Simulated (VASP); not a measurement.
These are PBE GGA, VASP's PBE PAW potentials (set 64) (plane waves; VASP 6.6.1) values and carry that method's errors.

A VASP calculation is set up with these files.

INCAR:
```
SYSTEM = C35Si37
PREC = Normal
ENCUT = 400
EDIFF = 1E-5
NELM = 100
ALGO = Fast
LREAL = Auto
LASPH = .TRUE.
ISMEAR = 0
SIGMA = 0.05
GGA = PE
LWAVE = .TRUE.
LCHARG = .FALSE.
NELMIN = 4
ISYM = 0
NELECT = 287.0
ISPIN = 2
NUPDOWN = 1
MAGMOM = 72*0.0139
LORBIT = 10
IBRION = 2
ISIF = 2
NSW = 60
EDIFFG = -0.03
```

**KPOINTS**
```
Automatic mesh
0
G
 1 1 1
```

**POSCAR**
```
C35Si37
1
    4.6409808259    -8.0384148409     0.0000000000
    4.6409808259     8.0384148409     0.0000000000
    0.0000000000     0.0000000000    10.1276834094
Si C
37 35
Direct
  0.0000000000   0.0000000000   0.0000000000
  0.0000000000   0.0000000000   0.5000000000
  0.2222220000   0.1111110000   0.7501800000
  0.1111110000   0.2222220000   0.2501800000
  0.0000000000   0.3333330000   0.0000000000
  0.0000000000   0.3333330000   0.5000000000
  0.2222220000   0.4444440000   0.7501800000
  0.1111110000   0.5555560000   0.2501800000
  0.0000000000   0.6666670000   0.0000000000
  0.0000000000   0.6666670000   0.5000000000
  0.2222220000   0.7777780000   0.7501800000
  0.1111110000   0.8888890000   0.2501800000
  0.3333330000   0.0000000000   0.0000000000
  0.3333330000   0.0000000000   0.5000000000
  0.5555560000   0.1111110000   0.7501800000
  0.4444440000   0.2222220000   0.2501800000
  0.3333330000   0.3333330000   0.0000000000
  0.3300310000   0.3332480000   0.4969770000
  0.5564400000   0.4404130000   0.7549570000
  0.4444440000   0.5555560000   0.2501800000
  0.5604970000   0.4439870000   0.5632650000
  0.3333330000   0.6666670000   0.0000000000
  0.3333330000   0.6666670000   0.5000000000
  0.5555560000   0.7777780000   0.7501800000
  0.4444440000   0.8888890000   0.2501800000
  0.6666670000   0.0000000000   0.0000000000
  0.6666670000   0.0000000000   0.5000000000
  0.8888890000   0.1111110000   0.7501800000
  0.7777780000   0.2222220000   0.2501800000
  0.6666670000   0.3333330000   0.0000000000
  0.6673560000   0.3282370000   0.4960720000
  0.8888890000   0.4444440000   0.7501800000
  0.7777780000   0.5555560000   0.2501800000
  0.6666670000   0.6666670000   0.0000000000
  0.6620530000   0.6634980000   0.5002680000
  0.8888890000   0.7777780000   0.7501800000
  0.7777780000   0.8888890000   0.2501800000
  0.0000000000   0.0000000000   0.8121600000
  0.0000000000   0.0000000000   0.3121600000
  0.2185570000   0.1135390000   0.5656620000
  0.1111110000   0.2222220000   0.0632900000
  0.0000000000   0.3333330000   0.8121600000
  0.0000000000   0.3333330000   0.3121600000
  0.2160780000   0.4405860000   0.5642800000
  0.1111110000   0.5555560000   0.0632900000
  0.0000000000   0.6666670000   0.8121600000
  0.0000000000   0.6666670000   0.3121600000
  0.2222220000   0.7777780000   0.5632900000
  0.1111110000   0.8888890000   0.0632900000
  0.3333330000   0.0000000000   0.8121600000
  0.3333330000   0.0000000000   0.3121600000
  0.5524790000   0.1052940000   0.5598400000
  0.4444440000   0.2222220000   0.0632900000
  0.3282700000   0.3277070000   0.8157270000
  0.3381960000   0.3328560000   0.3101390000
  0.4444440000   0.5555560000   0.0632900000
  0.3333330000   0.6666670000   0.8121600000
  0.3333330000   0.6666670000   0.3121600000
  0.5550960000   0.7745370000   0.5646560000
  0.4444440000   0.8888890000   0.0632900000
  0.6666670000   0.0000000000   0.8121600000
  0.6666670000   0.0000000000   0.3121600000
  0.8888890000   0.1111110000   0.5632900000
  0.7777780000   0.2222220000   0.0632900000
  0.6648630000   0.3314210000   0.8160910000
  0.6715880000   0.3350280000   0.3133510000
  0.8838100000   0.4397160000   0.5667340000
  0.7777780000   0.5555560000   0.0632900000
  0.6608320000   0.6652390000   0.8090590000
  0.6611140000   0.6624310000   0.3158810000
  0.8903860000   0.7744750000   0.5674100000
  0.7777780000   0.8888890000   0.0632900000
```

POTCAR, in this order: Si C (PBE.64 set). Program: vasp_gam.

The resulting files:

**OSZICAR**
```
...
   4 F= -.53400941E+03 E0= -.53400901E+03  d E =-.393303E+00  mag=     1.0000
       N       E                     dE             d eps       ncg     rms          rms(c)
DAV:   1    -0.534028442776E+03   -0.19037E-01   -0.24382E+00   824   0.383E+00    0.497E-01
RMM:   2    -0.534027924078E+03    0.51870E-03   -0.44538E-02   724   0.481E-01    0.198E-01
RMM:   3    -0.534027429328E+03    0.49475E-03   -0.88171E-03   724   0.195E-01    0.999E-02
RMM:   4    -0.534027404256E+03    0.25073E-04   -0.17674E-03   741   0.838E-02    0.561E-02
RMM:   5    -0.534027461215E+03   -0.56959E-04   -0.41703E-04   745   0.411E-02    0.425E-02
RMM:   6    -0.534027449863E+03    0.11352E-04   -0.11466E-04   703   0.202E-02    0.251E-02
RMM:   7    -0.534027451922E+03   -0.20594E-05   -0.49794E-05   547   0.117E-02
   5 F= -.53402745E+03 E0= -.53402683E+03  d E =-.411344E+00  mag=     1.0000
       N       E                     dE             d eps       ncg     rms          rms(c)
DAV:   1    -0.534121336020E+03   -0.93886E-01   -0.12414E+01   760   0.874E+00    0.105E+00
RMM:   2    -0.534131238913E+03   -0.99029E-02   -0.26501E-01   724   0.122E+00    0.470E-01
RMM:   3    -0.534129390540E+03    0.18484E-02   -0.40963E-02   726   0.463E-01    0.262E-01
RMM:   4    -0.534128842728E+03    0.54781E-03   -0.10631E-02   726   0.207E-01    0.132E-01
RMM:   5    -0.534129165342E+03   -0.32261E-03   -0.22110E-03   752   0.975E-02    0.958E-02
RMM:   6    -0.534129108749E+03    0.56594E-04   -0.73830E-04   733   0.483E-02    0.574E-02
RMM:   7    -0.534129133929E+03   -0.25180E-04   -0.20737E-04   757   0.263E-02    0.368E-02
RMM:   8    -0.534129122826E+03    0.11103E-04   -0.65452E-05   605   0.138E-02    0.127E-02
RMM:   9    -0.534129124077E+03   -0.12510E-05   -0.12352E-05   446   0.706E-03
   6 F= -.53412912E+03 E0= -.53412807E+03  d E =-.101672E+00  mag=     1.0000
       N       E                     dE             d eps       ncg     rms          rms(c)
DAV:   1    -0.534129255404E+03   -0.13258E-03   -0.18776E-02   864   0.339E-01    0.410E-02
RMM:   2    -0.534129273758E+03   -0.18354E-04   -0.42031E-04   724   0.483E-02    0.186E-02
RMM:   3    -0.534129271936E+03    0.18223E-05   -0.65633E-05   679   0.183E-02    0.106E-02
RMM:   4    -0.534129270950E+03    0.98594E-06   -0.17820E-05   444   0.831E-03
   7 F= -.53412927E+03 E0= -.53412819E+03  d E =-.101819E+00  mag=     1.0000
       N       E                     dE             d eps       ncg     rms          rms(c)
DAV:   1    -0.534150009133E+03   -0.20737E-01   -0.25717E+00   760   0.401E+00    0.477E-01
RMM:   2    -0.534150622222E+03   -0.61309E-03   -0.49424E-02   724   0.521E-01    0.211E-01
RMM:   3    -0.534150319611E+03    0.30261E-03   -0.97946E-03   726   0.213E-01    0.117E-01
RMM:   4    -0.534150294776E+03    0.24836E-04   -0.22683E-03   737   0.939E-02    0.666E-02
RMM:   5    -0.534150361593E+03   -0.66817E-04   -0.50037E-04   752   0.453E-02    0.468E-02
RMM:   6    -0.534150345018E+03    0.16574E-04   -0.16694E-04   722   0.236E-02    0.276E-02
RMM:   7    -0.534150350893E+03   -0.58746E-05   -0.50238E-05   548   0.132E-02
   8 F= -.53415035E+03 E0= -.53414975E+03  d E =-.210799E-01  mag=     1.0000
       N       E                     dE             d eps       ncg     rms          rms(c)
DAV:   1    -0.534150371254E+03   -0.26236E-04   -0.26228E-03   856   0.127E-01    0.170E-02
RMM:   2    -0.534150372159E+03   -0.90450E-06   -0.62257E-05   675   0.183E-02    0.779E-03
RMM:   3    -0.534150372126E+03    0.32502E-07   -0.13339E-05   440   0.766E-03    0.500E-03
RMM:   4    -0.534150372328E+03   -0.20167E-06   -0.27519E-06   412   0.333E-03
   9 F= -.53415037E+03 E0= -.53414978E+03  d E =-.211014E-01  mag=     1.0000
       N       E                     dE             d eps       ncg     rms          rms(c)
DAV:   1    -0.534157686976E+03   -0.73148E-02   -0.89658E-01   744   0.238E+00    0.268E-01
RMM:   2    -0.534157963056E+03   -0.27608E-03   -0.16374E-02   724   0.299E-01    0.123E-01
RMM:   3    -0.534157868711E+03    0.94345E-04   -0.33334E-03   728   0.122E-01    0.741E-02
RMM:   4    -0.534157859951E+03    0.87599E-05   -0.79110E-04   758   0.542E-02    0.452E-02
RMM:   5    -0.534157877668E+03   -0.17717E-04   -0.23461E-04   728   0.296E-02    0.354E-02
RMM:   6    -0.534157868966E+03    0.87025E-05   -0.67751E-05   645   0.160E-02
  10 F= -.53415787E+03 E0= -.53415733E+03  d E =-.749664E-02  mag=     1.0000
       N       E                     dE             d eps       ncg     rms          rms(c)
DAV:   1    -0.534157969334E+03   -0.91666E-04   -0.17146E-02   840   0.330E-01    0.374E-02
RMM:   2    -0.534157984086E+03   -0.14752E-04   -0.33198E-04   724   0.428E-02    0.193E-02
RMM:   3    -0.534157983294E+03    0.79205E-06   -0.63961E-05   670   0.171E-02    0.109E-02
RMM:   4    -0.534157983275E+03    0.19219E-07   -0.12960E-05   437   0.753E-03
  11 F= -.53415798E+03 E0= -.53415746E+03  d E =-.761095E-02  mag=     1.0000
       N       E                     dE             d eps       ncg     rms          rms(c)
DAV:   1    -0.534160492875E+03   -0.25096E-02   -0.33587E-01   760   0.146E+00    0.168E-01
RMM:   2    -0.534160679325E+03   -0.18645E-03   -0.62448E-03   724   0.185E-01    0.804E-02
RMM:   3    -0.534160625065E+03    0.54260E-04   -0.13272E-03   732   0.751E-02    0.444E-02
RMM:   4    -0.534160629082E+03   -0.40173E-05   -0.27578E-04   753   0.329E-02    0.277E-02
RMM:   5    -0.534160631967E+03   -0.28848E-05   -0.10526E-04   721   0.185E-02    0.228E-02
RMM:   6    -0.534160629920E+03    0.20470E-05   -0.23761E-05   466   0.983E-03
  12 F= -.53416063E+03 E0= -.53416010E+03  d E =-.264665E-02  mag=     1.0000
       N       E                     dE             d eps       ncg     rms          rms(c)
DAV:   1    -0.534160680144E+03   -0.48177E-04   -0.94750E-03   840   0.246E-01    0.284E-02
RMM:   2    -0.534160688789E+03   -0.86444E-05   -0.18765E-04   724   0.319E-02    0.145E-02
RMM:   3    -0.534160688171E+03    0.61720E-06   -0.38232E-05   524   0.128E-02    0.812E-03
RMM:   4    -0.534160688060E+03    0.11194E-06   -0.65452E-06   423   0.533E-03
  13 F= -.53416069E+03 E0= -.53416016E+03  d E =-.270478E-02  mag=     1.0000
       N       E                     dE             d eps       ncg     rms          rms(c)
DAV:   1    -0.534161617127E+03   -0.92896E-03   -0.13221E-01   750   0.906E-01    0.116E-01
RMM:   2    -0.534161683749E+03   -0.66622E-04   -0.26691E-03   724   0.120E-01    0.554E-02
RMM:   3    -0.534161667973E+03    0.15776E-04   -0.63467E-04   730   0.502E-02    0.336E-02
RMM:   4    -0.534161670494E+03   -0.25205E-05   -0.12190E-04   746   0.220E-02    0.208E-02
RMM:   5    -0.534161669874E+03    0.61970E-06   -0.58192E-05   585   0.129E-02
  14 F= -.53416167E+03 E0= -.53416121E+03  d E =-.981815E-03  mag=     1.0000
       N       E                     dE             d eps       ncg     rms          rms(c)
DAV:   1    -0.534161679317E+03   -0.88236E-05   -0.22835E-03   840   0.119E-01    0.185E-02
RMM:   2    -0.534161680438E+03   -0.11205E-05   -0.55075E-05   633   0.166E-02    0.930E-03
RMM:   3    -0.534161681070E+03   -0.63202E-06   -0.12397E-05   433   0.721E-03    0.626E-03
RMM:   4    -0.534161680915E+03    0.15502E-06   -0.21733E-06   397   0.291E-03
  15 F= -.53416168E+03 E0= -.53416123E+03  d E =-.992855E-03  mag=     1.0000
       N       E                     dE             d eps       ncg     rms          rms(c)
DAV:   1    -0.534162205218E+03   -0.52415E-03   -0.57076E-02   744   0.591E-01    0.939E-02
RMM:   2    -0.534162189878E+03    0.15341E-04   -0.12506E-03   724   0.768E-02    0.438E-02
RMM:   3    -0.534162204639E+03   -0.14762E-04   -0.40305E-04   733   0.349E-02    0.353E-02
RMM:   4    -0.534162194147E+03    0.10492E-04   -0.79124E-05   632   0.166E-02    0.166E-02
RMM:   5    -0.534162193619E+03    0.52847E-06   -0.40374E-05   522   0.100E-02
  16 F= -.53416219E+03 E0= -.53416175E+03  d E =-.512704E-03  mag=     1.0000
```

OUTCAR:
```
------------------------ aborting loop because EDIFF is reached ----------------------------------------
  FORCE on cell =-STRESS in cart. coord.  units (eV):
  Direction    XX          YY          ZZ          XY          YZ          ZX
  --------------------------------------------------------------------------------------
  Total        7.4117164     14.7160773     -2.1467644     -3.1855981     -0.1514875     -0.1259780
  in kB       15.7148077     31.2019934     -4.5517109     -6.7543143     -0.3211937     -0.2671068
  external PRESSURE =      14.1216968 kB  Pullay stress =       0.0000000 kB
  volume of cell :      755.65
      direct lattice vectors                 reciprocal lattice vectors
     4.640980826 -8.038414841  0.000000000     0.107735847 -0.062201318  0.000000000
     4.640980826  8.038414841  0.000000000     0.107735847  0.062201318  0.000000000
     0.000000000  0.000000000 10.127683409     0.000000000  0.000000000  0.098739263
  FREE ENERGIE OF THE ION-ELECTRON SYSTEM (eV)
  ---------------------------------------------------
  free  energy   TOTEN  =      -534.1621936186 eV

  energy  without entropy=     -534.1613141085  energy(sigma->0) =     -534.16175386

 total charge

# of ion       s       p       d       tot
------------------------------------------
    1        0.693   0.972   0.000   1.665
    2        0.699   0.969   0.000   1.668
    3        0.695   0.959   0.000   1.655
    4        0.699   0.975   0.000   1.674
    5        0.693   0.972   0.000   1.666
    6        0.696   0.988   0.000   1.684
    7        0.695   0.958   0.000   1.653
    8        0.695   0.959   0.000   1.654
    9        0.692   0.965   0.000   1.657
   10        0.692   0.965   0.000   1.656
   11        0.695   0.961   0.000   1.656
   12        0.695   0.960   0.000   1.655
   13        0.692   0.965   0.000   1.657
   14        0.692   0.965   0.000   1.657
   15        0.695   0.959   0.000   1.654
   16        0.695   0.962   0.000   1.657
   17        0.695   0.976   0.000   1.671
   18        0.714   1.037   0.000   1.751
   19        0.710   1.032   0.000   1.742
   20        0.695   0.963   0.000   1.659
   21        0.789   1.179   0.000   1.969
   22        0.692   0.965   0.000   1.657
   23        0.692   0.965   0.000   1.656
   24        0.695   0.959   0.000   1.655
   25        0.695   0.960   0.000   1.655
   26        0.693   0.972   0.000   1.665
   27        0.698   0.976   0.000   1.673
   28        0.696   0.962   0.000   1.658
   29        0.699   0.977   0.000   1.675
   30        0.695   0.976   0.000   1.671
   31        0.712   1.044   0.000   1.756
   32        0.695   0.958   0.000   1.653
   33        0.695   0.963   0.000   1.658
   34        0.695   0.976   0.000   1.671
   35        0.719   1.020   0.000   1.739
   36        0.696   0.960   0.000   1.656
   37        0.700   0.973   0.000   1.672
   38        0.825   1.729   0.000   2.554
   39        0.825   1.724   0.000   2.549
   40        0.832   1.701   0.000   2.533
   41        0.830   1.743   0.000   2.572
   42        0.825   1.732   0.000   2.557
   43        0.825   1.725   0.000   2.549
   44        0.829   1.742   0.000   2.571
   45        0.825   1.719   0.000   2.543
   46        0.823   1.724   0.000   2.547
   47        0.824   1.727   0.000   2.550
   48        0.826   1.725   0.000   2.551
   49        0.825   1.720   0.000   2.544
   50        0.823   1.724   0.000   2.548
   51        0.824   1.727   0.000   2.551
   52        0.831   1.715   0.000   2.545
   53        0.825   1.726   0.000   2.552
   54        0.828   1.731   0.000   2.558
   55        0.827   1.731   0.000   2.558
   56        0.826   1.727   0.000   2.553
   57        0.823   1.723   0.000   2.547
   58        0.824   1.726   0.000   2.550
   59        0.832   1.715   0.000   2.547
   60        0.825   1.719   0.000   2.544
   61        0.825   1.731   0.000   2.555
   62        0.825   1.725   0.000   2.549
   63        0.826   1.720   0.000   2.546
   64        0.829   1.744   0.000   2.573
   65        0.827   1.732   0.000   2.559
   66        0.827   1.733   0.000   2.559
   67        0.829   1.741   0.000   2.570
   68        0.826   1.727   0.000   2.552
   69        0.828   1.729   0.000   2.557
   70        0.828   1.725   0.000   2.554
   71        0.833   1.702   0.000   2.535
   72        0.830   1.741   0.000   2.570
--------------------------------------------------
tot         54.815  96.668   0.000 151.483

 magnetization (x)

# of ion       s       p       d       tot
------------------------------------------
    1       -0.000   0.000   0.000   0.000
    2       -0.001   0.011   0.000   0.010
    3       -0.000  -0.001   0.000  -0.001
    4        0.000   0.002   0.000   0.002
    5       -0.000  -0.000   0.000  -0.000
    6        0.000   0.002   0.000   0.002
    7       -0.000  -0.000   0.000  -0.000
    8       -0.000   0.001   0.000   0.001
    9       -0.000  -0.000   0.000  -0.000
...
```
(Selected blocks of OUTCAR.)

### CONTCAR
```
C35Si37
   1.00000000000000
     4.6409808258999998   -8.0384148408999998    0.0000000000000000
     4.6409808258999998    8.0384148408999998    0.0000000000000000
     0.0000000000000000    0.0000000000000000   10.1276834093999994
  Si              C
    37    35
Direct
     0.9996981078453151    0.9994424823999400    0.9997620369314659
     0.9990444586313481    0.0007330005747804    0.4995011019113387
     0.2216859393965274    0.1107840907136101    0.7530280849739844
     0.1068801409042607    0.2199998984321911    0.2469900683676653
     0.9995431766588482    0.3323668713565873    0.9994071254306215
     0.9998632952298950    0.3334841711854867    0.5005515217788327
     0.2212597069237728    0.4431944920293980    0.7521616985258098
     0.1106506553431639    0.5547548924163088    0.2503722955604215
     0.9998901754553854    0.6661678146266625    0.0003715688155825
     0.0005963062839439    0.6658081090863979    0.5000523946062567
     0.2217405609596373    0.7773156298018596    0.7507873138870110
     0.1110640603757180    0.8882908617053342    0.2504798637125630
     0.3330338304930121    0.9994716717693982    0.0004989099034260
     0.3332127406114835    0.9995100232891969    0.5000234815941146
     0.5556686988505085    0.1104715953770629    0.7527098417036546
     0.4435502653905269    0.2200841653977023    0.2500241011789601
     0.3300091987937921    0.3312029366512181    0.0055059152474925
     0.3024876196979789    0.3213407267112679    0.4884622724339064
     0.5551042418445982    0.4431411039422831    0.7806511914985971
     0.4423755141134264    0.5559196212584111    0.2494189014147640
     0.5542767258206465    0.4402958976209811    0.5650427195258948
     0.3328603653529297    0.6663228521931617    0.0002768935116084
     0.3313387119676356    0.6665967640455661    0.5000722873011826
     0.5552942458491202    0.7769901301830292    0.7528252357894442
     0.4441147278760719    0.8885583987346809    0.2504040369405622
     0.6665694181698092    0.9994766355588466    0.9996264134501416
     0.6673142880995272    0.0003958982770150    0.4998211189594360
     0.8883948213778198    0.1102460428580595    0.7515439975543091
     0.7797238209340223    0.2198268208088544    0.2470290409483199
     0.6679536453345284    0.3309634597698303    0.0055215032317209
     0.6837406842573978    0.3198094676095927    0.4889359565178121
     0.8883541608657904    0.4429385206916083    0.7521188085657055
     0.7797377738794296    0.5553123138987621    0.2496521740386873
     0.6676627767086009    0.6686715972398035    0.0055292178605143
     0.6807926271492037    0.6979291521346173    0.4875512771949674
     0.8880120475530644    0.7768583916155387    0.7531503297748501
     0.7795815832016753    0.8925280688665519    0.2469528826373120
     0.9993937657370283    0.9990821425597841    0.8127568617364554
     0.9995857295716351    0.9991983204804801    0.3128165515810445
     0.2185299532175053    0.1072682383790242    0.5628308100948524
     0.1075546596157455    0.2199286258080695    0.0613403944543839
     0.9995059383515231    0.3322880332040019    0.8126150375971126
     0.9996449066242220    0.3323448994543677    0.3130273107417745
     0.2165358467811101    0.4448008419671223    0.5623179937953688
     0.1106510507554151    0.5546929797289138    0.0613264498027151
     0.9993139709752473    0.6656851282375100    0.8123781978443171
     0.9999557178904951    0.6662118738394440    0.3133371161638718
     0.2217909233640628    0.7782455054250492    0.5618672906469342
     0.1107979891955067    0.8883926056281747    0.0614758770263827
     0.3330488477681444    0.9995916694747544    0.8125379567927842
     0.3331125748929392    0.9996138755248863    0.3133468646858817
     0.5551872175724896    0.1057120176188548    0.5626886788311485
     0.4439850964678913    0.2212641567779407    0.0625838478294668
     0.3280018023391126    0.3303430913356186    0.8206821141540700
     0.3283721044036547    0.3307385211848320    0.3057539509799536
     0.4437168025152051    0.5553758529285474    0.0623707362032937
     0.3328105682410202    0.6658536310625731    0.8122845217782820
     0.3327804230939940    0.6664559259728691    0.3133008689605901
     0.5539062066718425    0.7797359460882843    0.5626261703394045
     0.4443570984723252    0.8885370042091796    0.0613955914601903
     0.6663251015142891    0.9989986115656753    0.8126875451417799
     0.6665254225092025    0.9991110714612234    0.3128521320376205
     0.8885048358912192    0.1104453883729114    0.5618718808717003
     0.7792010083033662    0.2198134115986360    0.0612794672282171
     0.6688580398558635    0.3300191563740489    0.8207893570981606
     0.6691094836644389    0.3301634070709615    0.3055428866605007
     0.8946637251102743    0.4441350061859441    0.5623062367371036
     0.7780543108510131    0.5551525902714919    0.0624459027796501
     0.6685048338952608    0.6706532315304553    0.8205715052855582
     0.6680033921033148    0.6695094348214117    0.3063172578945214
     0.8908243157871061    0.7788795935556359    0.5628337209062412
     0.7790042177961088    0.8912126394697294    0.0615663305797320
```

At this cut-off the stress carries a Pulay error, which pulls relaxed volumes low. The cell is charged, with a uniform compensating background. The supercell is sampled at Γ alone, which is coarse: total energies, pressure and levels can be off, energies of defects by several tenths of an eV.

The cell is a supercell with a defect, built from SiC (4h): Si_C, charge +1.
